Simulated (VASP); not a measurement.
Calculation: PBE GGA, VASP's PBE PAW potentials (set 64) (plane waves; VASP 6.6.1).

VASP ran on this input.

**INCAR**
```
SIGMA  =  0.05
LWAVE  =  .False.
ENCUT  =  520
NELM  =  100
LREAL  =  .False.
ALGO  =  Normal
PREC  =  Accurate
ICHARG  =  11   # fixed density
SYSTEM  =  C
GGA  =  PE   # PBE
EDIFF  =  1E-7
LORBIT  =  11   # lm-projected
ISMEAR  =  0   # Gaussian
LCHARG  =  .False.
LASPH  =  .True.
```

KPOINTS:
```
k-points along high-symmetry lines
15
Line-mode
Reciprocal
  0.000000   0.000000   0.000000 ! GAMMA
  0.500000   0.000000   0.500000 ! X

  0.500000   0.000000   0.500000 ! X
  0.625000   0.250000   0.625000 ! U

  0.375000   0.375000   0.750000 ! K
  0.000000   0.000000   0.000000 ! GAMMA

  0.000000   0.000000   0.000000 ! GAMMA
  0.500000   0.500000   0.500000 ! L

  0.500000   0.500000   0.500000 ! L
  0.500000   0.250000   0.750000 ! W

  0.500000   0.250000   0.750000 ! W
  0.500000   0.000000   0.500000 ! X
```

File POSCAR:
```
C
1
    0.0000000000     1.7867216391     1.7867216391
    1.7867216391    -0.0000000000     1.7867216391
    1.7867216391     1.7867216391     0.0000000000
C
2
Direct
  0.0000000000   0.0000000000   0.0000000000
  0.2500000000   0.2500000000   0.2500000000
```

POTCAR, in this order: C (PBE.64 set). Program: vasp_std. Read from the step before: CHGCAR.

The resulting files:

File OSZICAR:
```
       N       E                     dE             d eps       ncg     rms          rms(c)
DAV:   1     0.378865459375E+01    0.37887E+01   -0.50525E+03  1488   0.984E+02
DAV:   2    -0.154707126485E+02   -0.19259E+02   -0.17207E+02  2304   0.107E+02
DAV:   3    -0.155835019537E+02   -0.11279E+00   -0.11279E+00  1560   0.112E+01
DAV:   4    -0.155836449690E+02   -0.14302E-03   -0.14302E-03  2080   0.407E-01
DAV:   5    -0.155836450473E+02   -0.78323E-07   -0.78323E-07  1536   0.577E-03
DAV:   6    -0.155836450475E+02   -0.20486E-09   -0.20493E-09  2040   0.232E-04
   1 F= -.15583645E+02 E0= -.15583645E+02  d E =-.104668E-21
```

### OUTCAR
```
 val. band max:        9.6485825439   @ k =   0.0000   0.0000   0.0000

 cond. band min:      13.7655936269   @ k =   0.3571   0.0000   0.3571



 k-point     1 :       0.0000    0.0000    0.0000
  band No.  band energies     occupation
      1     -11.7530      2.00000
      2       9.6486      2.00000
      3       9.6486      2.00000
      4       9.6486      2.00000
      5      15.2231      0.00000
      6      15.2231      0.00000
      7      15.2231      0.00000
      8      22.8518      0.00000

 k-point     2 :       0.0357    0.0000    0.0357
  band No.  band energies     occupation
      1     -11.7061      2.00000
      2       9.4542      2.00000
      3       9.4543      2.00000
      4       9.5321      2.00000
      5      15.1853      0.00000
      6      15.4579      0.00000
      7      15.4579      0.00000
      8      22.8901      0.00000

 k-point     3 :       0.0714    0.0000    0.0714
  band No.  band energies     occupation
      1     -11.5653      2.00000
      2       8.9531      2.00000
      3       8.9531      2.00000
      4       9.1925      2.00000
      5      15.0770      0.00000
      6      16.0798      0.00000
      7      16.0798      0.00000
      8      22.9653      0.00000

 k-point     4 :       0.1071    0.0000    0.1071
  band No.  band energies     occupation
      1     -11.3310      2.00000
      2       8.2908      2.00000
      3       8.2908      2.00000
      4       8.6559      2.00000
      5      14.9118      0.00000
      6      16.9413      0.00000
      7      16.9413      0.00000
      8      22.9557      0.00000

 k-point     5 :       0.1429    0.0000    0.1429
  band No.  band energies     occupation
      1     -11.0039      2.00000
      2       7.5722      2.00000
      3       7.5722      2.00000
      4       7.9544      2.00000
      5      14.7088      0.00000
      6      17.9342      0.00000
      7      17.9342      0.00000
      8      22.6754      0.00000
...
```

The density is held fixed in this step, so its total energy and stress have no physical meaning.

The compound is C in the diamond structure. It was relaxed first.
